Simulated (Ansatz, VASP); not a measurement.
## KTaO3: VASP beside Ansatz

One calculation is typed for both programs; each brings its own data sets. How far apart do they land? The cell is taken from a series of runs on this material, whose earlier steps may have relaxed, scaled, displaced or heated it; both programs get it as it stands.

Main program and level: Ansatz 0.2.0; plane waves, with VASP 6.6.1 beside it; zone-centre phonons at PBE.

## 1. The structure

It takes space group Pm-3m (No. 221, cubic). The conventional cell has a = 4.076 Å, b = 4.076 Å, c = 4.076 Å, α = 90.00°, β = 90.00°, γ = 90.00°. O has 2 Ta at 2.04 Å and 4 K at 2.88 Å nearest. Nearest to K lie 12 O at 2.88 Å. Nearest to Ta lie 6 O at 2.04 Å. Farther neighbours and most contacts between anions are not listed.

## 2. Ansatz: zone-centre phonons, PBE

Ansatz runs on its PAW soft_1 files.

Second derivatives magnify differences that forces hide, and they need a tight electronic threshold.

Input file input.yaml:

```yaml
crystal:
  lattice:
    - [4.0761427095, 0.0, 0.0]
    - [0.0, 4.0761427095, 0.0]
    - [0.0, 0.0, 4.0761427095]
  atoms:
    - { symbol: O, position: [0.5, 0.0, 0.0] }
    - { symbol: O, position: [0.0, 0.5, 0.0] }
    - { symbol: O, position: [0.0, 0.0, 0.5] }
    - { symbol: K, position: [0.5, 0.5, 0.5] }
    - { symbol: Ta, position: [0.0, 0.0, 0.0] }
kpoints:
  mp_grid: { grid: [8, 8, 8] }
hamiltonian:
  xc: pbe
  pseudopotentials: { kind: paw, azcp: { folder: soft_1 } }
scf:
  occupations: { method: fixed }
output:
  eigenvalues: true
phonons:
  method: dfpt
  dielectric: true
  rigid_motions: translations
```

On the command line:

```bash
$ ansatz run input.yaml --threads 4 --pin off --max-ram 16384MiB --backend cpu --events-out ev --progress --plain --runs-dir out
```

Numbers of over 12 decimals in the logs are rounded to 6 here.

Output:

```text
Engine: ansatz 0.2.0, x86_64-unknown-linux-gnu
Pseudopotentials: kind: paw
Pseudopotential: O, paw, valence charge 6, recommended cutoff 420 eV (normal), soft_1/O.paw.azcp
Pseudopotential: K, paw, valence charge 9, recommended cutoff 420 eV (normal), soft_1/K.paw.azcp
Pseudopotential: Ta, paw, valence charge 13, recommended cutoff 420 eV (normal), soft_1/Ta.paw.azcp
Functional definition: PBE
  parameter kappa = 0.804
  parameter beta = 0.066725
  exchange = pbe_x(kappa = kappa, mu = beta*pi^2/3)
  correlation = pbe_c(beta = beta)
Crystal: 5 atoms, lattice volume = 67.725 Å³
Basis set: ecut = 420 eV, 1357 PW (Γ), exchange–correlation on 60×60×60 points (8 copies of the dense FFT grid, shifted against one another)
Bands: 25, of which v1, the nominal top of the filled ones, is band 20 counted from 1 (19 counted from 0)
Symmetry: 48 space group operations
k-points: 170 of 512 (irreducible under 2 space group operations, time reversal used)
Non-local potential: O, projectors of the file, l = 0: 2, l = 1: 2, l = 2: 1
Non-local potential: K, projectors of the file, l = 0: 3, l = 1: 2, l = 2: 2
Non-local potential: Ta, projectors of the file, l = 0: 3, l = 1: 2, l = 2: 2, l = 3: 1
PAW form: soft (Blöchl's): semilocal exchange-correlation on the pseudo side does not see the compensation charge
PAW one-centre angular grid: O, 110 points (default); XC on 64 Gauss nodes
PAW one-centre angular grid: K, 110 points (default); XC on 64 Gauss nodes
PAW one-centre angular grid: Ta, 590 points (default); XC on 64 Gauss nodes
Initial density: superposition of atomic densities (chi_scale 0.1, normalization cell, long waves kept (reshape's long-wave potential 0.00 eV rms))
Initial wavefunctions: pseudopotential atomic-orbital guess
Functional: x = pbe(κ = 0.804, μ = 0.219515), c = pbe(β = 0.066725)
SCF iter   1: F=—  HF=-13179.750044 eV  |F-HF|=—  |Δ(HF+E_count)|=         —  Δρ=5.45e-2  dr2=2.13e0  ethr=3.10e-3  ⟨swp⟩=4.2  Hψ=17912  notcnv=0  defer=419
preconditioner: auto → Resta (q_TF=auto, 2.499 Å⁻¹)  ε∞=4.4  [insulator: Δε(μ)=2.617 eV  Ē_g=13.391 eV  n_scr=18 (ndim 8)  ℏωp=24.7 eV  f_vac=0.000  ε∞_Penn≈4.4]
SCF iter   2: F=—  HF=-13179.311309 eV  |F-HF|=—  |Δ(HF+E_count)|=   4.39e-1  Δρ=2.93e-2  dr2=5.48e-1  ethr=3.10e-3  ⟨swp⟩=2.0  Hψ=8127  notcnv=0  defer=410
SCF iter   3: F=—  HF=-13179.217961 eV  |F-HF|=—  |Δ(HF+E_count)|=   9.33e-2  Δρ=1.37e-2  dr2=1.20e-1  ethr=1.37e-3  ⟨swp⟩=2.0  Hψ=7269  notcnv=0  defer=382
SCF iter   4: F=—  HF=-13179.200204 eV  |F-HF|=—  |Δ(HF+E_count)|=   1.78e-2  Δρ=4.33e-3  dr2=9.81e-3  ethr=3.00e-4  ⟨swp⟩=2.1  Hψ=6717  notcnv=0  defer=454
SCF iter   5: F=—  HF=-13179.201532 eV  |F-HF|=—  |Δ(HF+E_count)|=   1.33e-3  Δρ=7.17e-4  dr2=3.46e-4  ethr=2.45e-5  ⟨swp⟩=2.0  Hψ=6054  notcnv=0  defer=490
SCF iter   6: F=—  HF=-13179.201790 eV  |F-HF|=—  |Δ(HF+E_count)|=   2.58e-4  Δρ=1.48e-4  dr2=1.58e-5  ethr=8.66e-7  ⟨swp⟩=2.0  Hψ=7019  notcnv=0  defer=456
SCF iter   7: F=—  HF=-13179.201796 eV  |F-HF|=—  |Δ(HF+E_count)|=   6.07e-6  Δρ=2.15e-5  dr2=3.11e-7  ethr=3.96e-8  ⟨swp⟩=2.4  Hψ=6572  notcnv=0  defer=257
SCF iter   8: F=—  HF=-13179.201796 eV  |F-HF|=—  |Δ(HF+E_count)|=   2.62e-7  Δρ=5.65e-6  dr2=2.48e-8  ethr=7.79e-10  ⟨swp⟩=2.1  Hψ=6898  notcnv=0  defer=202
SCF iter   9: F=—  HF=-13179.201796 eV  |F-HF|=—  |Δ(HF+E_count)|=   3.96e-8  Δρ=1.52e-6  dr2=1.40e-9  ethr=6.20e-11  ⟨swp⟩=2.0  Hψ=6606  notcnv=0  defer=202
SCF iter  10: F=-13179.201796 eV  HF=-13179.201796 eV  |F-HF|=2.73e-11  |Δ(HF+E_count)|=   1.65e-9  Δρ=1.35e-7  dr2=9.29e-12  ethr=1.00e-12  ⟨swp⟩=13.2  Hψ=27476  notcnv=0
SCF 1 converged in 10 iterations: F = -13179.201796 eV  dr2 = 9.29e-12
  greatest PAW one-centre occupation: 1.000 electrons in one spin orbital (limit 2), on the Ta atom at site 4 (counted from 0), in its partial waves of l = 0
DFPT response loops at Γ: preconditioner auto → none (the input reference at scf.mixing.eps_inf says where Resta's filter doesn't serve); β = 0.50; Broyden in place of MSR1
── the response to a field inside a basis, on 8×8×8 k-points: an SCF that follows is theirs, and a resumed run solves both again ──
Bands: 21, of which v1, the nominal top of the filled ones, is band 20 counted from 1 (19 counted from 0)
k-points: 20 of 512
Initial density: handed on by an earlier stage of this run
Initial wavefunctions: pseudopotential atomic-orbital guess (no wavefunctions were taken with the density)
Eigensolver: Dense (20 Hₖ)
SCF iter   1: F=—  HF=-13179.197302 eV  |F-HF|=—  |Δ(HF+E_count)|=         —  Δρ=3.11e-4  dr2=1.10e-5  ethr=1.00e-1
preconditioner: auto → Resta (q_TF=auto, 2.499 Å⁻¹)  ε∞=6.4  [insulator: Δε(μ)=2.323 eV  Ē_g=10.633 eV  n_scr=18 (ndim 8)  ℏωp=24.7 eV  f_vac=0.017  ε∞_Penn≈6.4]
SCF iter   2: F=—  HF=-13179.197306 eV  |F-HF|=—  |Δ(HF+E_count)|=   4.46e-6  Δρ=1.44e-4  dr2=3.48e-6  ethr=2.76e-8
SCF iter   3: F=—  HF=-13179.197308 eV  |F-HF|=—  |Δ(HF+E_count)|=   1.85e-6  Δρ=6.10e-5  dr2=4.71e-7  ethr=8.70e-9
SCF iter   4: F=-13179.197308 eV  HF=-13179.197308 eV  |F-HF|=3.52e-9  |Δ(HF+E_count)|=   3.55e-7  Δρ=5.22e-6  dr2=1.97e-8  ethr=1.18e-9
SCF 1 converged in 4 iterations: F = -13179.197308 eV  dr2 = 1.97e-8
DFPT response loops at Γ: mixed as the last ones told, above
SCF converged after 10 iterations
Free energy (F): -13179.201796 eV
Harris-Foulkes:  -13179.201796 eV  (|F-HF|=2.73e-11)
Internal energy: -13179.201796 eV  (E = F + TS)
E sigma→0 (E₀):  -13179.201796 eV
Fermi energy:    7.859248 eV
--- Per-component energies (eV) ---
  E_band       = -289.189971
  E_kinetic    = 1143.569540
  E_local      = -2295.920294  (includes V_loc(G=0)·N_el)
  E_nonlocal   = 159.947376
  E_hartree    = 817.841045
  E_xc         = -669.643244
  E_vxc        = -670.685796  (∫ρ·V_xc dr)
  E_paw        = -9574.462407  (= ΣΔE_a)
  E_vpaw       = -261.785294  (= ΣTr[D̂ρ^β])
  E_aug_tail   = 0.002479  (compensation charges beyond the density's cutoff)
  E_ewald      = -2760.536292
  E_smearing   = -0.000000  (= −TS)
  E_closure    = 0.000000  (closes the sum)
  Σ components = -13179.201796   (vs F -13179.201796, Δ=0.00e0)
--- Band table (eV; the first three rows and the last of 170) ---
  k-point 0: bands = [... 16 lower, 6.8970, 7.2155, 7.2155, 7.2155, 9.9370, 9.9370, 9.9370, 13.9519, ... 1 higher]
  k-point 1: bands = [... 16 lower, 6.8228, 6.8354, 7.1421, 7.1421, 9.9554, 10.3746, 10.3746, 13.9584, ... 1 higher]
  k-point 2: bands = [... 16 lower, 6.2866, 6.6920, 7.0771, 7.0771, 10.0008, 11.2861, 11.2861, 13.9718, ... 1 higher]
  k-point 169: bands = [... 16 lower, 4.1783, 7.8592, 7.8592, 7.8592, 13.7951, 13.7951, 13.7951, 16.5798, ... 1 higher]
--- Phonons (Γ-DFPT): 4 representative perturbations + reference, on 170 of 512 k-points (Σ response iterations 12) ---
  k mesh reduced under 2 symmetry operations, with k and −k counted as one. Each operation leaves every solved perturbation unchanged. A smaller set is not considered because the run solves the response to a homogeneous field
  ASR residual: 6.691e-4 → 0.000e0 eV/Å²; symmetrization residual: 6.132e-6 eV/Å²
  ASR residual per site (eV/Å²): 3.56e-4 3.56e-4 3.56e-4 3.71e-5 6.69e-4
  Γ frequencies (cm⁻¹): -174.30 -174.30 -174.30 0.00 0.00 0.00 164.00 164.00 164.00 272.23 272.23 272.23 463.39 463.39 463.39
  ε∞ (high-frequency dielectric tensor):
        5.490106     0.000000     0.000000
        0.000000     5.490106     0.000000
        0.000000     0.000000     5.490106
  softest optical mode at Γ: -174.30 cm⁻¹; the repairs (sum rule, projections) moved no ω² at Γ by more than (2.76 cm⁻¹)²
  Born effective charges Z* (e; rows j = field, columns β = displacement):
    site 0:
        -6.64052   -0.00000   -0.00000
        -0.00000   -1.64344    0.00000
         0.00000    0.00000   -1.64344
    site 1:
        -1.64344    0.00000    0.00000
         0.00000   -6.64052    0.00000
        -0.00000    0.00000   -1.64344
    site 2:
        -1.64344    0.00000   -0.00000
        -0.00000   -1.64344    0.00000
         0.00000    0.00000   -6.64052
    site 3:
         1.14494    0.00000    0.00000
        -0.00000    1.14494    0.00000
         0.00000    0.00000    1.14494
    site 4:
         8.78245    0.00000    0.00000
        -0.00000    8.78245    0.00000
         0.00000    0.00000    8.78245
  Z* charge neutrality: 2.898e-3 e pre-enforcement
  solved inside a basis spanned on kpoints, on 8×8×8 k-points, its susceptibility summed on 12×12×12: ε∞ is read to err by 1.6e-2, Z* by 3.8e-2 e (field_mesh: kpoints solves on kpoints); Z* is corrected for what the basis lacks
  optical modes at Γ without the LO–TO term, one row a degenerate level:
      ω (cm⁻¹)  modes    IR ((D/Å)²/amu)
       -174.30      3           204.9127
        164.00      3             8.0420
        272.23      3             0.0000
        463.39      3            32.9998
  optical modes at Γ + LO–TO along q̂ = [1.0000, 0.0000, 0.0000]:
      ω (cm⁻¹)  modes    IR ((D/Å)²/amu)
       -174.30      2           136.6085
        155.77      1             0.0742
[...]
optical modes at Γ + LO–TO along q̂ = [0.0000, 1.0000, 0.0000]:
      ω (cm⁻¹)  modes    IR ((D/Å)²/amu)
[...]
704.73      1            76.6529
  optical modes at Γ + LO–TO along q̂ = [0.0000, 0.0000, 1.0000]:
      ω (cm⁻¹)  modes    IR ((D/Å)²/amu)
       -174.30      2           136.6085
        155.77      1             0.0742
        164.00      2             5.3613
        272.23      3             0.0000
        400.78      1             5.2578
        463.39      2            21.9999
        704.73      1            76.6529
```

[end of part 1 of 3]

[Lines on the potential files, build, host, timing and source positions are cut from VASP's logs without a mark.]

[Logs are printed without paths, hosts, clocks, repeated set-up lines and the standing remarks that a program may print on its own settings, such as how far it seeks lower states.]

[Hosts, paths, dates, database ids (printed as entryN), source tags and the programs' standing remarks are cut or masked in the printed files.]
